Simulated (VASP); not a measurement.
Here is the system:

```
CELL_PARAMETERS angstrom
      2.95483     0.00000     0.00000
      0.00000     2.95483     0.00000
      0.00000     0.00000     4.20851
ATOMIC_POSITIONS crystal
  Ti 0.50000 0.50000 0.50000
  In 0.00000 0.00000 0.00000
```

Level of theory: PBEsol GGA, VASP's PBE PAW potentials (set 64) (plane waves; VASP 6.6.1). Run with 400 eV cut-off, Gaussian smearing of 0.050 eV, potentials Ti_sv In_d.

Task: Give the energies of bands 10 to 15 at the high-symmetry points, in eV from the Fermi level.

Result: 
```
band      Γ      X      M      Z      R      A
----  -----  -----  -----  -----  -----  -----
10    -9.73  -5.20  -3.14  -8.38  -5.28  -2.44
11    -1.41  -4.80  -0.96  -5.42  -3.31  -2.44
12    -0.71  -1.75  -0.96  -0.74  -1.58  -2.44
13    -0.69  -0.47   0.25   0.31  -0.88   0.56
14     1.83   1.32   0.25   1.28   1.29   1.48
15     1.83   1.91   0.29   1.28   1.54   3.52
```

It has no gap at this level: it comes out as a metal or semimetal.

The structure comes from a computed database's TiIn entry (P4/mmm); how it stands against other phases isn't given here. It was relaxed first. The electron count is odd and the run is not spin-polarised, which forces a metal.
